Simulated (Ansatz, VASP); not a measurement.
## Y2CF2: VASP beside Ansatz

One calculation is typed for both programs; each brings its own data sets. How far apart do they land? Of the first pair: The structure shown is the start of the Ansatz relaxation below; VASP solves that cell, so the two are compared at the walk's first step.

Program: Ansatz 0.2.0. Level of theory: plane waves, with VASP 6.6.1 beside it; single point at PBEsol. Results are calculated unless marked as measured.

## 1. Starting point

The cell holds 5 atoms: 1 C, 2 Y and 2 F. Cell: a = 3.600 Å, b = 3.600 Å, c = 33.200 Å, α = 90.0°, β = 90.0°, γ = 120.0°. Vacuum lies along c. The height across the vacuum is the one that the program set for its solve, not the one typed.

Coordinates:

```
C Y F
1.0
     3.60000    0.00000    0.00000
    -1.80000    3.11769    0.00000
     0.00000    0.00000   33.20000
C Y F
1 2 2
Cartesian
  0.0000 0.0000 10.0000
  0.0000 2.0785 11.2000
  1.8000 1.0392 8.8000
  1.8000 1.0392 12.3500
  0.0000 2.0785 7.6500
```

## 2. Ansatz: relaxation, PBEsol

Ansatz runs on its default PAW (the set named soft_2) files.

The two programs are compared at the cell with which this relaxation starts, whose forces are those of its first step.

Input file input.yaml:

```yaml
crystal:
  lattice:
    - [3.6, 0.0, 0.0]
    - [-1.8, 3.11769, 0.0]
    - [0.0, 0.0, 20.0]
  atoms:
    - { symbol: C, position: [0.0, 0.0, 0.5] }
    - { symbol: "Y", position: [0.333333, 0.666667, 0.56] }
    - { symbol: "Y", position: [0.666667, 0.333333, 0.44] }
    - { symbol: F, position: [0.666667, 0.333333, 0.6175] }
    - { symbol: F, position: [0.333333, 0.666667, 0.3825] }
  periodic: [true, true, false]
kpoints:
  mp_grid: { grid: [6, 6, 1] }
hamiltonian:
  xc: pbesol
scf:
  occupations: { method: gaussian, width: 0.1 }
output:
  forces: true
  stress: true
  eigenvalues: true
relax:
  adjacent_minimum: "off"
  f_tol: 0.05
  max_steps: 80
  cell: { stress_2d_tol: 0.02 }
```

The run is started by

```
$ ansatz run input.yaml --threads 8 --pin off --max-ram 14336MiB --backend cpu --events-out ev --progress --plain --runs-dir out
```

Numbers of over 12 decimals in the logs are rounded to 6 here.

What it wrote:

```text
Warning: crystal.periodic: the lattice vector that does not repeat stood 0.000° off the slab's normal, 20.000 Å along it as the deck builds it. The run solves the slab on a vector along the normal, 33.200 Å long, with every atom where it was (on the deck's vector they left 15.30 Å outside them, and the widest stretch free of ions among them is 1.20 Å). A fractional position that the run reports is one of the run's ce [...]
[...]
SCF iter   8: F=-9444.185339 eV  HF=-9444.185339 eV  |F-HF|=1.27e-11  |Δ(HF+E_count)|=  2.55e-11  Δρ=1.36e-8  dr2=8.10e-13  ethr=1.00e-12  ⟨swp⟩=11.0  Hψ=1161  notcnv=0
SCF 7 converged in 8 iterations: F = -9444.185339 eV  dr2 = 8.10e-13
relax step   7: F+E_penalty+E_count = -9444.18533857 eV  Δ(F+E_penalty+E_count) = +5.112e-3 eV  max|allowed force component| = 1.056e-3 eV/Å  Δτ_max = 0.0000 Å  P = -0.124 N/m  Ω = 359.897 Å³  fix = [c, alpha, beta]  reactions: c -0.000 N/m  stress off target by 1.24e-1 N/m on what of the cell is left free  SCF on the basis re-selected at this cell (its energy is not comparable with the rows above)  (8 SCF iters)
[...]
relax step   8: F+E_penalty+E_count = -9444.18561140 eV  Δ(F+E_penalty+E_count) = -2.728e-4 eV  max|allowed force component| = 1.540e-4 eV/Å  Δτ_max = 0.0011 Å  P = -0.004 N/m  Ω = 359.466 Å³  energy of the carried Pulay correction = +2.212e-4 eV  fix = [c, alpha, beta]  reactions: c -0.000 N/m  (5 SCF iters, dr2 threshold 1.78e-8 eV, accepted)
[...]
relax step   9: F+E_penalty+E_count = -9444.18544911 eV  Δ(F+E_penalty+E_count) = +1.623e-4 eV  max|allowed force component| = 1.943e-4 eV/Å  Δτ_max = 0.0000 Å  P = -0.007 N/m  Ω = 359.466 Å³  fix = [c, alpha, beta]  reactions: c -0.000 N/m  stress off target by 6.98e-3 N/m on what of the cell is left free  SCF on the basis re-selected at this cell (its energy is not comparable with the rows above)  (7 SCF iters)
basis re-selected at this cell: Δ(F+E_penalty+E_count) = +1.623e-4 eV, ΔP = -0.003 N/m vs the last step (what re-selecting the basis moved, of the pressure what is left beyond the Pulay correction that the steps carried, after the strain that the cell walked since its last selection, with what the two solves' SCF thresholds leave and, on support functions, any second-order correction that the steps lacked; it is no m [...]
SCF converged after 7 iterations
Free energy (F): -9444.185449 eV
Harris-Foulkes:  -9444.185449 eV  (|F-HF|=1.09e-11)
Internal energy: -9444.185449 eV  (E = F + TS)
E sigma→0 (E₀):  -9444.185449 eV
Fermi energy:    -3.650870 eV
--- Per-component energies (eV) ---
  E_band       = -776.665914
  E_kinetic    = 1113.983106
  E_local      = -84757.047635  (includes V_loc(G=0)·N_el)
  E_nonlocal   = 276.607873
  E_hartree    = 41749.667134
  E_xc         = -551.710798
  E_vxc        = -662.835369  (∫ρ·V_xc dr)
  E_paw        = -6028.809825  (= ΣΔE_a)
  E_vpaw       = -246.712259  (= ΣTr[D̂ρ^β])
  E_aug_tail   = 0.004083  (compensation charges beyond the density's cutoff)
  E_ewald      = 38752.717081
  E_core_change = 0.403531  (= ΣΔE_core)
  E_smearing   = -0.000000  (= −TS)
  E_closure    = 0.000000  (closes the sum)
  Σ components = -9444.185449   (vs F -9444.185449, Δ=0.00e0)
--- Forces (eV/Å), atoms counted from 1 ---
  atom   1  C      0.00000000     0.00000000     0.00000000
  atom   2  Y     -0.00000000     0.00000000    -0.00017575
  atom   3  Y     -0.00000000     0.00000000     0.00017575
  atom   4  F      0.00000000     0.00000000     0.00019428
  atom   5  F      0.00000000     0.00000000    -0.00019428
  max |Σ_I F_I| component: 9.25e-18 eV/Å
--- 2D stress c σ (N/m, compression-positive) ---
       -0.006977       0.000000      -0.000000
       -0.000000      -0.006977      -0.000000
       -0.000000      -0.000000      -0.000000
  P = ½ c Tr σ = -0.0070 N/m
--- Band table (eV; the first three rows and the last of 7) ---
  k-point 0: bands = ["-45.4714", "-45.4060", "-28.6257", "-28.6031", "-25.5352", "-25.2954", "-25.2954", "-25.2391", "-25.2391", "-25.0165", "-12.4391", "-10.3353", "-10.2179", "-10.2179", "-10.1672", "-10.1672", "-9.8839", "-5.7067", "-4.1803", "-4.1803", "-1.3339 (-1.3340°)", "-1.1687", "-1.0256", "-1.0256", "-0.9393"]
  k-point 1: bands = ["-45.4505", "-45.3928", "-28.6496", "-28.6469", "-25.7400", "-25.3773", "-25.3474", "-25.2628", "-25.0972", "-25.0417", "-12.3442", "-10.2938", "-10.2443", "-10.1741", "-10.1635", "-10.1392", "-9.7824", "-5.4049", "-4.8644", "-4.2705", "-1.8276", "-1.0622 (-1.0622°)", "-0.7470", "-0.5585", "-0.4929"]
  k-point 2: bands = ["-45.4061", "-45.3683", "-28.7438", "-28.7233", "-25.8335", "-25.4407", "-25.4343", "-25.3186", "-25.2235", "-25.0690", "-12.0703", "-10.4247", "-10.1729", "-10.1132", "-10.0911", "-9.9480", "-9.9008", "-5.6076", "-4.9548", "-4.3470", "-2.7587", "-0.3645", "0.2658 (0.2658°)", "0.4062", "0.7804"]
  k-point 6: bands = ["-45.3611", "-45.3611", "-28.7868", "-28.7868", "-25.8285", "-25.6167", "-25.5634", "-25.5634", "-25.0566", "-25.0566", "-11.8175", "-10.3394", "-10.2464", "-10.1328", "-10.1328", "-9.8225", "-9.8225", "-5.4369", "-5.4369", "-4.8188", "-1.2243", "-0.1666", "-0.1666", "0.4794", "1.3453"]
  ° read free of the cell's end (the report's vacuum.weakly_bound_levels)
--- Relaxed structure (7 steps of the walk, 7 accepted, 2 SCFs on fresh bases) ---
  F+E_penalty+E_count = -9444.18544911 eV   max|allowed force component| = 1.943e-4 eV/Å   (the final SCF, on the basis selected at the relaxed cell)
  cell:  # Å, volume = 359.4656 Å³
    - [3.535854, 0, 0]
    - [-1.767927, 3.062139, 0]
    - [0, 0, 33.2]
  atoms:
    - { symbol: C, position: [0, 0, 0.301205] }
    - { symbol: Y, position: [0.333333, 0.666667, 0.342268] }
    - { symbol: Y, position: [0.666667, 0.333333, 0.260142] }
    - { symbol: F, position: [0.666667, 0.333333, 0.376899] }
    - { symbol: F, position: [0.333333, 0.666667, 0.225511] }
```

## 3. VASP: single point, PBEsol, start cell, pair 1

The same cell, functional, mesh and smearing now go to VASP, with its own data sets.

Lines of VASP's logs that name or quote its potential files are left out, and so is its time.

Input file INCAR:

```
SYSTEM = Y2CF2
PREC = Accurate
ENCUT = 520
EDIFF = 1E-06
NELM = 120
ISMEAR = 0
SIGMA = 0.1
LREAL = .FALSE.
ALGO = Normal
GGA = PS
NBANDS = 26
LASPH = .TRUE.
LORBIT = 11
LWAVE = .FALSE.
LCHARG = .FALSE.
ISIF = 2
LDIPOL = .TRUE.
IDIPOL = 3
DIPOL = 0.5 0.5 0.301
LVHAR = .TRUE.
GGA_COMPAT = .FALSE.
EFERMI = MIDGAP
NELMDL = -8
KPAR = 2
```

Input file POSCAR:

```
Y2CF2
1.0
    3.5999990000      0.0000000000      0.0000000000
   -1.8000000000      3.1176910000      0.0000000000
    0.0000000000      0.0000000000     33.2000000000
C Y F
1 2 2
Direct
    0.0000000000      0.0000000000      0.3012048193
    0.3333333190      0.6666664528      0.3373493976
    0.6666667984      0.3333332264      0.2650602410
    0.6666667984      0.3333332264      0.3719879518
    0.3333333190      0.6666664528      0.2304216867
```

Input file KPOINTS:

```
Automatic mesh
0
Gamma
6 6 1
0 0 0
```

Potentials, in the order of the species: C, Y_sv and F (PBE family, release 64).

The run is started by

```
$ mpirun -np 2 vasp_std
```

What it wrote:

```text
[banner, memory and clock lines left out]
running    2 mpi-ranks, on    1 nodes
 distrk:  each k-point on    1 cores,    2 groups
 distr:  one band on    1 cores,    1 groups

 POSCAR found type information on POSCAR C Y F
 POSCAR found :  3 types and       5 ions
|                                                                             |
|               ----> ADVICE to this user running VASP <----                  |
|                                                                             |
|     You enforced a specific xc type in the INCAR file but a different       |
|     [... a line on the potential file left out ...]
|     I HOPE YOU KNOW WHAT YOU ARE DOING!                                     |
|                                                                             |

 LDA part: xc-table for (Slater+PW92), standard interpolation
 POSCAR, INCAR and KPOINTS ok, starting setup
 FFT: planning ... GRIDC
 FFT: planning ... GRID_SOFT
 FFT: planning ... GRID
 WAVECAR not read
 entering main loop
       N       E                     dE             d eps       ncg     rms          rms(c)
DAV:   1     0.293749659368E+03    0.29375E+03   -0.18912E+04   484   0.122E+03
DAV:   2    -0.399036467070E+01   -0.29774E+03   -0.29103E+03   496   0.294E+02
DAV:   3    -0.439130319377E+02   -0.39923E+02   -0.39718E+02   500   0.970E+01
DAV:   4    -0.463312080993E+02   -0.24182E+01   -0.24130E+01   612   0.216E+01
DAV:   5    -0.463887220012E+02   -0.57514E-01   -0.57507E-01   536   0.285E+00
DAV:   6    -0.463897519001E+02   -0.10299E-02   -0.10299E-02   544   0.405E-01
DAV:   7    -0.463897921227E+02   -0.40223E-04   -0.40222E-04   560   0.709E-02
DAV:   8    -0.463897927730E+02   -0.65023E-06   -0.65017E-06   504   0.101E-02    0.505E+01
DAV:   9    -0.390182820505E+02    0.73715E+01   -0.44440E+01   392   0.273E+01    0.464E+01
DAV:  10    -0.389182393357E+02    0.10004E+00   -0.25796E+00   496   0.813E+00    0.240E+01
DAV:  11    -0.388134790591E+02    0.10476E+00   -0.40557E-01   536   0.333E+00    0.100E+00
DAV:  12    -0.387921334857E+02    0.21346E-01   -0.13786E-01   512   0.146E+00    0.594E-01
DAV:  13    -0.387834320312E+02    0.87015E-02   -0.11387E-02   496   0.607E-01    0.272E-01
DAV:  14    -0.387771038292E+02    0.63282E-02   -0.57507E-03   576   0.423E-01    0.255E-01
[...]
DAV:  21    -0.387767583657E+02   -0.30744E-03   -0.16255E-05   382   0.170E-02    0.613E-03
DAV:  22    -0.387768739372E+02   -0.11557E-03   -0.50056E-06   394   0.102E-02    0.217E-03
DAV:  23    -0.387769387698E+02   -0.64833E-04   -0.29634E-06   390   0.570E-03    0.114E-03
DAV:  24    -0.387769617924E+02   -0.23023E-04   -0.76374E-07   356   0.299E-03    0.464E-04
DAV:  25    -0.387769717137E+02   -0.99214E-05   -0.33014E-07   334   0.178E-03    0.816E-04
DAV:  26    -0.387769737465E+02   -0.20328E-05   -0.64549E-08   380   0.862E-04    0.111E-04
DAV:  27    -0.387769747961E+02   -0.10496E-05   -0.36816E-08   318   0.597E-04    0.183E-04
DAV:  28    -0.387769751111E+02   -0.31498E-06   -0.11811E-08   330   0.374E-04
   1 F= -.38776975E+02 E0= -.38776975E+02  d E =-.306694E-24
```

Parts of OUTCAR (step 3):

```text
ion  position               nearest neighbor table
   1  0.000  0.000  0.301-   3 2.40   2 2.40   2 2.40   3 2.40   3 2.40   2 2.40
   2  0.333  0.667  0.337-   4 2.38   4 2.38   4 2.38   1 2.40   1 2.40   1 2.40   3 3.17   3 3.17
                             3 3.17
   3  0.667  0.333  0.265-   5 2.38   5 2.38   5 2.38   1 2.40   1 2.40   1 2.40   2 3.17   2 3.17
                             2 3.17
   4  0.667  0.333  0.372-   2 2.38   2 2.38   2 2.38
   5  0.333  0.667  0.230-   3 2.38   3 2.38   3 2.38

  LATTYP: Found a hexagonal cell.
 ALAT       =     3.5999990000
 C/A-ratio  =     9.2222247840

 Subroutine GETGRP returns: Found 12 space group operations
 (whereof  6 operations were pure point group operations)

The static configuration has the point symmetry C_3v.
 The point group associated with its full space group is D_3d.

 Found      7 irreducible k-points:

   k-points           NKPTS =      7   k-points in BZ     NKDIM =      7   number of bands    NBANDS=     26

   dimension x,y,z NGX =    28 NGY =   28 NGZ =  250
   dimension x,y,z NGXF=    56 NGYF=   56 NGZF=  500

   ENCUT  =  520.0 eV  38.22 Ry    6.18 a.u.   6.69  6.69 61.73*2*pi/ulx,y,z

   NELECT =      40.0000    total number of electrons

 k-points in reciprocal lattice and weights: Automatic mesh
   0.00000000  0.00000000  0.00000000       0.028
   0.16666667  0.00000000  0.00000000       0.167
   0.33333333 -0.00000000  0.00000000       0.167
   0.50000000  0.00000000  0.00000000       0.083
   0.16666667  0.16666667  0.00000000       0.167
   0.33333333  0.16666667  0.00000000       0.333
   0.33333333  0.33333333  0.00000000       0.056

 dipolmoment           0.000000      0.000000      0.000001 electrons x Angstroem

 average (electrostatic) potential at core
       1 -55.1543       2 -41.9813       3 -41.9813       4 -82.9624       5 -82.9624

 E-fermi :  -2.7036

 k-point     1 :       0.0000    0.0000    0.0000
  band No.  band energies     occupation
    ...
     16      -8.4656      2.00000
     17      -8.1311      2.00000
     18      -4.5383      2.00000
     19      -3.7389      2.00000
     20      -3.7389      2.00000
     21      -0.3900      0.00000
     22      -0.3900      0.00000
     23       0.0513      0.00000
     24       0.2630      0.00000
     25       1.1316      0.00000
    ...

 k-point     2 :       0.1667    0.0000    0.0000
  band No.  band energies     occupation
    ...
     16      -8.4417      2.00000
     17      -8.0696      2.00000
     18      -4.3262      2.00000
     19      -4.0814      2.00000
     20      -3.7687      2.00000
     21      -0.9352      0.00000
     22       0.1168      0.00000
     23       0.6269      0.00000
     24       0.6549      0.00000
     25       0.8463      0.00000
    ...

 k-point     3 :       0.3333   -0.0000    0.0000
  band No.  band energies     occupation
    ...
     16      -8.3219      2.00000
     17      -8.2456      2.00000
     18      -4.5240      2.00000
     19      -3.7180      2.00000
     20      -3.6504      2.00000
     21      -1.6755      0.00000
     22       0.9847      0.00000
     23       1.3288      0.00000
     24       1.4460      0.00000
     25       1.8205      0.00000
    ...

  Total        0.0410396      0.0410397      6.9865789     -0.0000000      0.0000000     -0.0000000
  in kB        0.1764577      0.1764577     30.0401166     -0.0000000      0.0000000     -0.0000000
  external PRESSURE =      10.1310107 kB  Pullay stress =       0.0000000 kB

  energy-cutoff  :      520.00
  volume of cell :      372.63
      direct lattice vectors                 reciprocal lattice vectors
     3.599999000  0.000000000  0.000000000     0.277777855  0.160375143  0.000000000
    -1.800000000  3.117691000  0.000000000     0.000000000  0.320750196  0.000000000
     0.000000000  0.000000000 33.200000000     0.000000000  0.000000000  0.030120482

 POSITION                                       TOTAL-FORCE (eV/Angst)
 -----------------------------------------------------------------------------------
      0.00000      0.00000     10.00000         0.000000     -0.000000      0.000000
      0.00000      2.07846     11.20000        -0.000000     -0.000000      3.184690
      1.80000      1.03923      8.80000        -0.000000     -0.000000     -3.184690
      1.80000      1.03923     12.35000        -0.000000      0.000000     -0.119577
      0.00000      2.07846      7.65000         0.000000     -0.000000      0.119577
 -----------------------------------------------------------------------------------
    total drift:                               -0.002409      0.002409     -0.000056

  FREE ENERGIE OF THE ION-ELECTRON SYSTEM (eV)
  ---------------------------------------------------
  free  energy   TOTEN  =       -38.7769751111 eV

  energy  without entropy=      -38.7769751111  energy(sigma->0) =      -38.77697511

 vacuum level on the upper side and lower side of the slab         1.587         1.587

 total charge
# of ion       s       p       d       f       tot
--------------------------------------------------
    1        0.867   1.515   0.000   0.000   2.382
    2        2.218   6.520   1.093   0.100   9.931
    3        2.218   6.520   1.093   0.100   9.931
    4        1.734   4.344   0.000   0.000   6.078
    5        1.734   4.344   0.000   0.000   6.078
--------------------------------------------------
tot          8.771  23.243   2.186   0.200  34.401

[... 3 further parts left out ...]
```

The run ends at a pressure of 1.01 GPa, with forces up to 3.2 eV/Å.

## 4. Comparison

Known differences besides the potentials themselves: Ansatz cuts the interaction across the vacuum, VASP repeats the sheet with a dipole correction; Ansatz makes its cores anew for this functional, VASP keeps those of its PBE data sets; Ansatz takes its cutoff from its data sets, VASP runs at 520 eV. Total energies have different zeros and are not compared.

Forces (eV/Å; atoms numbered as in POSCAR):

```csv
atom,"Ansatz x, y, z","VASP x, y, z"
C1,"0.000, 0.000, 0.000","0.000, 0.000, 0.000"
Y2,"0.000, 0.000, 3.190","0.000, 0.000, 3.185"
Y3,"0.000, 0.000, -3.190","0.000, 0.000, -3.185"
F4,"0.000, 0.000, -0.119","0.000, 0.000, -0.120"
F5,"0.000, 0.000, 0.119","0.000, 0.000, 0.120"
```

The forces differ by 1.8 meV/Å r.m.s., which is 0.2 % of the r.m.s. force of 1.164 eV/Å (both taken over all components). With vacuum in the cell, a pressure given here is an average over mostly empty space and none of the material.

## 5. Ansatz: relaxation, PBEsol

The two programs are compared at the cell with which this relaxation starts, whose forces are those of its first step.

The structure compared here is the start of the Ansatz relaxation; VASP solves that cell, so the two are compared at the walk's first step.

Input file input.yaml:

```yaml
crystal:
  lattice:
    - [3.5358539459, 0.0, 0.0]
    - [-1.767926973, 3.0621393413, 0.0]
    - [0.0, 0.0, 33.2]
  atoms:
    - { symbol: C, position: [0.0, 0.0, 0.3012048193] }
    - { symbol: "Y", position: [0.3333333333, 0.6666666667, 0.3422679961] }
    - { symbol: "Y", position: [0.6666666667, 0.3333333333, 0.2601416425] }
    - { symbol: F, position: [0.6666666667, 0.3333333333, 0.3768986372] }
    - { symbol: F, position: [0.3333333333, 0.6666666667, 0.2255110014] }
  periodic: [true, true, false]
kpoints:
  mp_grid: { grid: [9, 9, 1] }
hamiltonian:
  xc: pbesol
scf:
  occupations: { method: gaussian, width: 0.02 }
output:
  forces: true
  stress: true
  eigenvalues: true
  write_density: true
  write_potential: true
  elf: true
  volumetric_format: npy
relax:
  adjacent_minimum: "off"
  f_tol: 0.005
  max_steps: 80
  cell: { stress_2d_tol: 0.02 }
```

The run is started by

```
$ ansatz run input.yaml --threads 8 --pin off --max-ram 14336MiB --backend cpu --events-out ev --progress --plain --runs-dir out
```

What it wrote:

```text
[...]
Crystal: 5 atoms, lattice volume = 359.466 Å³
Basis set: ecut = 420 eV, 6969 PW (Γ), exchange–correlation on 48×48×450 points (8 copies of the dense FFT grid, shifted against one another)
Bands: 25, of which v1, the nominal top of the filled ones, is band 20 counted from 1 (19 counted from 0)
Symmetry: 12 space group operations
[...]
k-points: 12 of 81
[...]
cell:  # Å, volume = 359.2149 Å³
    - [3.534621, 2.8857462617210152e-11, 0]
    - [-1.767310, 3.061071, 0]
    - [0, 0, 33.2]
  atoms:
    - { symbol: C, position: [0, 0, 0.3012048193] }
    - { symbol: Y, position: [0.333333, 0.666667, 0.342303] }
    - { symbol: Y, position: [0.666667, 0.333333, 0.260107] }
    - { symbol: F, position: [0.666667, 0.333333, 0.376933] }
    - { symbol: F, position: [0.333333, 0.666667, 0.225476] }
[key lines of the parts left out:]
SCF converged after 8 iterations
Free energy (F): -9444.191209 eV
Fermi energy:    -3.630421 eV
P = ½ c Tr σ = -0.0108 N/m
```

[end of part 1 of 2]

[Lines on the potential files, build, host, timing and source positions are cut from VASP's logs without a mark.]

[Logs are printed without paths, hosts, clocks, repeated set-up lines and the standing remarks that a program may print on its own settings, such as how far it seeks lower states.]

[Hosts, paths, dates, database ids (printed as entryN), source tags and the programs' standing remarks are cut or masked in the printed files.]
